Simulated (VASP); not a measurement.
# S3N2O2 (P1) in VASP: single point with r2SCAN

Aim: the single point of S3N2O2 with r2SCAN.

Program: VASP 6.6.1. These are calculated values, not measurements. Logs are shortened: lines on timing, memory, paths and dates and some standing lists are left out, and cuts for length are marked.

### Step 1. Starting point

The typed cell holds 14 atoms: a = 6.900 Å, b = 4.636 Å, c = 9.002 Å, α = 104.77°, β = 83.80°, γ = 89.76°.

The cell was built by a generator and needn't be a form met in nature.

### Step 2. Single point, r2SCAN

Input file POSCAR:

```
S3N2O2
1.0
   -6.9003889000     -0.0143673900     -0.0138599900
   -0.0095786000     -4.6363265700      0.0051855700
   -0.9941253300      2.3067261000      8.6448404400
N O S
4 4 6
Direct
    0.8790840000      0.2142560000      0.3109160000
    0.6092880000      0.8703380000      0.6855920000
    0.1041850000      0.8098870000      0.6823400000
    0.3634570000      0.0988950000      0.3152030000
    0.8105040000      0.7092990000      0.1338730000
    0.6684690000      0.5604110000      0.8794170000
    0.1875580000      0.3010640000      0.8655680000
    0.3295350000      0.4455690000      0.1477850000
    0.7604070000      0.8258130000      0.9937900000
    0.2517340000      0.1216460000      0.0141900000
    0.8622980000      0.8911380000      0.3220250000
    0.6233120000      0.5583620000      0.6982800000
    0.1253840000      0.1104680000      0.6674140000
    0.3698450000      0.4704110000      0.2983180000
```

Input file INCAR.step1:

```
SYSTEM = S3N2O2
ALGO = Normal ; EDIFF = 1E-4
ENCUT = 520 ; GGA = PE
ISMEAR = -1 ; LASPH = .TRUE.
LCHARG = .FALSE. ; LREAL = .FALSE.
LWAVE = .TRUE. ; NBANDS = 53
NELM = 100 ; PREC = Accurate
SIGMA = 0.1
```

Input file INCAR.step2:

```
SYSTEM = S3N2O2
ALGO = Normal ; EDIFF = 1E-7
ENCUT = 520 ; ISIF = 2
ISMEAR = -1 ; ISTART = 1
LASPH = .TRUE. ; LCHARG = .FALSE.
LMIXTAU = .TRUE. ; LREAL = .FALSE.
LWAVE = .FALSE. ; METAGGA = R2SCAN
NBANDS = 53 ; NELM = 100
PREC = Accurate ; SIGMA = 0.1
```

Input file KPOINTS:

```
Automatic mesh
0
Gamma
  3 4 2
  0 0.5 0.5
```

Potentials or basis: VASP PAW PBE potentials, release 64 (N, O, S).

On the command line:

```bash
> cat potpaw_PBE.64/N/POTCAR potpaw_PBE.64/O/POTCAR potpaw_PBE.64/S/POTCAR > POTCAR
> cp INCAR.step1 INCAR
> mpirun -np 1 vasp_std > vasp.out
> cp INCAR.step2 INCAR
> mpirun -np 1 vasp_std > vasp.out
```

OUTCAR:

```text
SYSTEM = S3N2O2
   EDIFF = 1E-7
   ENCUT = 520
   ISIF = 2
   ISMEAR = -1
   ISTART = 1
   LASPH = .TRUE.
   LREAL = .FALSE.
   METAGGA = R2SCAN
   NELM = 100
   PREC = Accurate

 ion  position               nearest neighbor table
   1  0.879  0.214  0.311-  11 1.53
   2  0.609  0.870  0.686-  12 1.48
   3  0.104  0.810  0.682-  13 1.44
   4  0.363  0.099  0.315-  14 1.77
   5  0.811  0.709  0.134-   9 1.56  11 1.76
   6  0.668  0.560  0.879-   9 1.57  12 1.69
   7  0.188  0.301  0.866-  10 1.84  13 1.87
   8  0.330  0.446  0.148-  14 1.39  10 1.79
   9  0.760  0.826  0.994-   5 1.56   6 1.57
  10  0.252  0.122  0.014-   8 1.79   7 1.84
  11  0.862  0.891  0.322-   1 1.53   5 1.76
  12  0.623  0.558  0.698-   2 1.48   6 1.69
  13  0.125  0.110  0.667-   3 1.44   7 1.87
  14  0.370  0.470  0.298-   8 1.39   4 1.77

  LATTYP: Found a triclinic cell.
 ALAT       =    11.1563241485
 B/A-ratio  =     1.6125061008
 C/A-ratio  =     0.4155794779
 COS(alpha) =     0.0009859844
 COS(beta)  =     0.6254463096
 COS(gamma) =     0.7219906537

  Lattice vectors:

 A1 = (   1.0132825300,   6.9659270400,  -8.6552115800)
 A2 = (  -4.9025596400,   0.0085069800, -17.3087264400)
 A3 = (   0.0095786000,   4.6363265700,  -0.0051855700)

Analysis of symmetry for initial positions (statically):
=====================================================================
 Subroutine PRICEL returns:
 Original cell was already a primitive cell.

 Routine SETGRP: Setting up the symmetry group for a
 triclinic supercell.

 Subroutine GETGRP returns: Found  1 space group operations
 (whereof  1 operations were pure point group operations)
 out of a pool of  2 trial point group operations.

The static configuration has the point symmetry C_1 .

Analysis of symmetry for dynamics (positions and initial velocities):
=====================================================================
 Subroutine PRICEL returns:
 Original cell was already a primitive cell.

 Routine SETGRP: Setting up the symmetry group for a
 triclinic supercell.

 Subroutine GETGRP returns: Found  1 space group operations
 (whereof  1 operations were pure point group operations)
 out of a pool of  2 trial point group operations.

The dynamic configuration has the point symmetry C_1 .

 Subroutine INISYM returns: Found  1 space group operations
 (whereof  1 operations are pure point group operations),
 and found     1 'primitive' translations

----------------------------------------------------------------------------------------

                                     Primitive cell

  volume of cell :     276.7153

  direct lattice vectors                    reciprocal lattice vectors
    -6.900388900 -0.014367390 -0.013859990    -0.144886336  0.000280615 -0.016736281
    -0.009578600 -4.636326570  0.005185570     0.000333312 -0.215624293  0.057573942
    -0.994125330  2.306726100  8.644840440    -0.000232491  0.000129791  0.115614567

  length of vectors
     6.900417777  4.636339365  9.002362840     0.145850034  0.223178641  0.115614873

  position of ions in fractional coordinates (direct lattice)
     0.879084000  0.214256000  0.310916000
     0.609288000  0.870338000  0.685592000
     0.104185000  0.809887000  0.682340000
     0.363457000  0.098895000  0.315203000
     0.810504000  0.709299000  0.133873000
     0.668469000  0.560411000  0.879417000
     0.187558000  0.301064000  0.865568000
     0.329535000  0.445569000  0.147785000
     0.760407000  0.825813000  0.993790000
     0.251734000  0.121646000  0.014190000
     0.862298000  0.891138000  0.322025000
     0.623312000  0.558362000  0.698280000
     0.125384000  0.110468000  0.667414000
     0.369845000  0.470411000  0.298318000

  ion indices of the primitive-cell ions
   primitive index   ion index
                 1           1
                 2           2
                 3           3
                 4           4
                 5           5
                 6           6
                 7           7
                 8           8
                 9           9
                10          10
                11          11
                12          12
                13          13
                14          14

----------------------------------------------------------------------------------------

 KPOINTS: Automatic mesh

Automatic generation of k-mesh.
 Grid dimensions read from file:
 generate k-points for:    3    4    2

 Generating k-lattice:

  Cartesian coordinates                     Fractional coordinates (reciprocal lattice)
    -0.048295445  0.000093538 -0.005578760     0.333333333  0.000000000  0.000000000
     0.000083328 -0.053906073  0.014393485     0.000000000  0.250000000  0.000000000
    -0.000116246  0.000064896  0.057807283     0.000000000  0.000000000  0.500000000

  Length of vectors
     0.048616678  0.055794660  0.057807437

  Shift w.r.t. Gamma in fractional coordinates (k-lattice)
     0.000000000  0.500000000  0.500000000

 Subroutine IBZKPT returns following result:
 ===========================================

 Found     12 irreducible k-points:

 Following reciprocal coordinates:
            Coordinates               Weight
  0.000000  0.125000  0.250000      2.000000
  0.333333  0.125000  0.250000      2.000000
 -0.333333  0.125000  0.250000      2.000000
 -0.000000  0.375000  0.250000      2.000000
  0.333333  0.375000  0.250000      2.000000
 -0.333333  0.375000  0.250000      2.000000
  0.000000 -0.375000  0.250000      2.000000
  0.333333 -0.375000  0.250000      2.000000
 -0.333333 -0.375000  0.250000      2.000000
  0.000000 -0.125000  0.250000      2.000000
  0.333333 -0.125000  0.250000      2.000000
 -0.333333 -0.125000  0.250000      2.000000
   k-points           NKPTS =     12   k-points in BZ     NKDIM =     12   number of bands    NBANDS=     53
   number of dos      NEDOS =    301   number of ions     NIONS =     14
   total plane-waves  NPLWV = 136080
   dimension x,y,z NGX =    54 NGY =   36 NGZ =   70
   dimension x,y,z NGXF=   108 NGYF=   72 NGZF=  140
   ions per type =               4   4   6
   NGX,Y,Z   is equivalent  to a cutoff of  13.01, 12.91, 12.93 a.u.
   NGXF,Y,Z  is equivalent  to a cutoff of  26.02, 25.82, 25.85 a.u.
 SYSTEM =  S3N2O2
   PREC   = accura    normal or accurate (medium, high low for compatibility)
   ISTART =      1    job   : 0-new  1-cont  2-samecut
   ICHARG =      0    charge: 1-file 2-atom 10-const
   ISPIN  =      1    spin polarized calculation?
   LNONCOLLINEAR =      F non collinear calculations
   LSORBIT =      F    spin-orbit coupling
   LASPH  =      T    aspherical Exc in radial PAW
   ENCUT  =  520.0 eV  38.22 Ry    6.18 a.u.  12.83  8.62 16.74*2*pi/ulx,y,z
   NELM   =    100;   NELMIN=  2; NELMDL=  0     # of ELM steps
   EDIFF  = 0.1E-06   stopping-criterion for ELM
   LREAL  =      F    real-space projection
[... 7 lines left out ...]
   TEBEG  =    0.0;   TEEND  =   0.0 temperature during run
   PSTRESS=    0.0 pullay stress
   NELECT =      80.0000    total number of electrons
   NUPDOWN=      -1.0000    fix difference up-down
   EMIN   =  10.00;   EMAX   =-10.00  energy-range for DOS
   EFERMI =   0.00;   METHOD = LEGACY
   ISMEAR =    -1;   SIGMA  =   0.10  broadening in eV -4-tet -1-fermi 0-gaus
   EFERMI_NEDOS =   21; number of points for ismear=-14 and -15
   IALGO  =     38    algorithm
   IMIX   =      4    mixing-type and parameters
     AMIX     =   0.40;   BMIX     =  1.00
     AMIX_MAG =   1.60;   BMIX_MAG =  1.00
  volume/ion in A,a.u.               =      19.77       133.38
  Fermi-wavevector in a.u.,A,eV,Ry     =   1.082498  2.045625 15.943333  1.171802
  Thomas-Fermi vector in A             =   2.218541
   LORBIT       =      0    0 simple, 1 ext, 2 COOP (PROOUT), +10 PAW based schemes
   METAGGA = R2SCAN    functional components
   LHFCALC =     F    Hartree Fock is set to
   AEXX    =    0.0000 exact exchange contribution
   IVDW    =     0    specifies the selected vdW correction
   LEPSILON=     F    determine dielectric tensor
   LRPA    =     F    only Hartree local field effects (RPA)
 non-spin polarized calculation
  energy-cutoff  :      520.00
  volume of cell :      276.72
 maximum number of plane-waves:      7464
 NGX is ok and might be reduce to    54
   NGX = 25   NGY = 17   NGZ = 33

 number of electron      79.9999993 magnetization

 Free energy of the ion-electron system (eV)
  ---------------------------------------------------
  ext. energy  EPLUGINS =         0.00000000
  ---------------------------------------------------
  free energy    TOTEN  =       -99.90805810 eV

  energy without entropy =      -99.87875995  energy(sigma->0) =      -99.89340903

 E-fermi :   1.2866     XC(G=0):  -8.4782

 val. band max:        0.9784174317   @ k =   0.0000  -0.1250   0.2500
 cond. band min:       1.5838803307   @ k =  -0.0000   0.3750   0.2500
 fundamental gap:      0.6054628990
 Fermi energy:         1.2865989932

 k-point     1 :       0.0000    0.1250    0.2500
  band No.  band energies     occupation
      1     -25.1637      2.00000
      2     -23.5743      2.00000
      3     -22.1292      2.00000
      4     -20.2529      2.00000
      5     -18.4109      2.00000
      6     -18.1382      2.00000
[... 44 lines left out ...]
     51       6.6803      0.00000
     52       7.1286      0.00000

 k-point     2 :       0.3333    0.1250    0.2500
  band No.  band energies     occupation
      1     -25.1636      2.00000
      2     -23.5743      2.00000
      3     -22.1293      2.00000
      4     -20.2529      2.00000
      5     -18.4097      2.00000
      6     -18.1399      2.00000
[... 44 lines left out ...]
     51       6.8855      0.00000
     52       7.2615      0.00000

 k-point     3 :      -0.3333    0.1250    0.2500
  band No.  band energies     occupation
      1     -25.1636      2.00000
      2     -23.5743      2.00000
      3     -22.1293      2.00000
      4     -20.2529      2.00000
      5     -18.4095      2.00000
      6     -18.1399      2.00000
[... 44 lines left out ...]
     51       6.9623      0.00000
     52       7.3562      0.00000
[... 386 lines left out ...]
 k-point    11 :       0.3333   -0.1250    0.2500
  band No.  band energies     occupation
      1     -25.1636      2.00000
      2     -23.5744      2.00000
      3     -22.1287      2.00000
      4     -20.2522      2.00000
      5     -18.4116      2.00000
      6     -18.1491      2.00000
[... 44 lines left out ...]
     51       7.0129      0.00000
     52       7.1807      0.00000

 k-point    12 :      -0.3333   -0.1250    0.2500
  band No.  band energies     occupation
      1     -25.1636      2.00000
      2     -23.5744      2.00000
      3     -22.1287      2.00000
      4     -20.2522      2.00000
      5     -18.4125      2.00000
      6     -18.1478      2.00000
[... 44 lines left out ...]
     51       6.9702      0.00000
     52       7.2130      0.00000
 [bands above 52 left out]

------------------------ aborting loop because EDIFF is reached ----------------------------------------

  FORCE on cell =-STRESS in cart. coord.  units (eV):
  Direction    XX          YY          ZZ          XY          YZ          ZX
  --------------------------------------------------------------------------------------
  -------------------------------------------------------------------------------------
  Total       -0.5511555    -16.4948932      4.2117724      1.3437036     -3.8652267     -1.6189752
  in kB       -3.1911821    -95.5051799     24.3860980      7.7800231    -22.3796037     -9.3738415
  external PRESSURE =     -24.7700880 kB  Pullay stress =       0.0000000 kB

 VOLUME and BASIS-vectors are now :
 -----------------------------------------------------------------------------
  energy-cutoff  :      520.00
  volume of cell :      276.72
      direct lattice vectors                 reciprocal lattice vectors
    -6.900388900 -0.014367390 -0.013859990    -0.144886336  0.000280615 -0.016736281
    -0.009578600 -4.636326570  0.005185570     0.000333312 -0.215624293  0.057573942
    -0.994125330  2.306726100  8.644840440    -0.000232491  0.000129791  0.115614567

 POSITION                                       TOTAL-FORCE (eV/Angst)
 -----------------------------------------------------------------------------------
     -6.37716     -0.28879      2.67675        -0.150190      3.733491      1.622466
     -4.89423     -2.46245      5.92290        -0.153092      1.815403     -0.661911
     -1.40501     -2.18243      5.90148         0.689641      0.655557     -1.686785
     -2.82229      0.26336      2.72035        -0.119740     -6.488624      0.075581
     -5.73267     -2.99138      1.14976         0.157125      2.431543     -0.499367
     -5.49231     -0.57928      7.59606        -0.062489      2.208017      0.461699
     -2.15759      0.59810      7.48166        -1.020359      0.266542      2.043252
     -2.42510     -1.72964      1.27532         3.169071     -3.093430     -9.855561
     -6.24297     -1.54726      8.58490        -0.565379     -2.445283      0.594115
     -1.75233     -0.53487      0.11981         0.773981     -1.408952     -1.529815
     -6.27886     -3.40117      2.77652         0.238553     -5.102944     -1.217794
     -5.00062     -0.98696      6.03078         0.549920     -2.615356     -0.297805
     -1.52975      1.02557      5.76852        -1.080496      0.629840      2.386183
     -2.85315     -1.49815      2.57622        -2.426545      9.414197      8.565744
 -----------------------------------------------------------------------------------
    total drift:                                0.000373      0.000624     -0.000417

  FREE ENERGIE OF THE ION-ELECTRON SYSTEM (eV)
  ---------------------------------------------------
  free  energy   TOTEN  =       -99.9080580993 eV

  energy  without entropy=      -99.8787599521  energy(sigma->0) =      -99.89340903
```

Wall time 8.9 min (1 thread of AMD EPYC 9R45 (Zen 5), shared host); peak memory 0.42 GiB.

What came out:

```
Free energy            : -99.9081 eV
Pressure               : -2.5 GPa
Largest force          : 12.957 eV/Å
Band gap on the k mesh : 0.61 eV, indirect (least direct gap 0.70 eV)
```

Forces in eV/Å, atoms in the order of the input:
```
N   -0.150  3.733  1.622
N   -0.153  1.815 -0.662
N    0.690  0.656 -1.687
N   -0.120 -6.489  0.076
O    0.157  2.432 -0.499
O   -0.062  2.208  0.462
O   -1.020  0.267  2.043
O    3.169 -3.093 -9.856
S   -0.565 -2.445  0.594
S    0.774 -1.409 -1.530
S    0.239 -5.103 -1.218
S    0.550 -2.615 -0.298
S   -1.080  0.630  2.386
S   -2.427  9.414  8.566
```

Stress tensor (GPa, compression positive):
```
-0.32  0.78 -0.94
 0.78 -9.55 -2.24
-0.94 -2.24  2.44
```

Caveat: the PAW data sets were made with another functional, which shifts forces and pressure a little. A k mesh can miss the band edges.
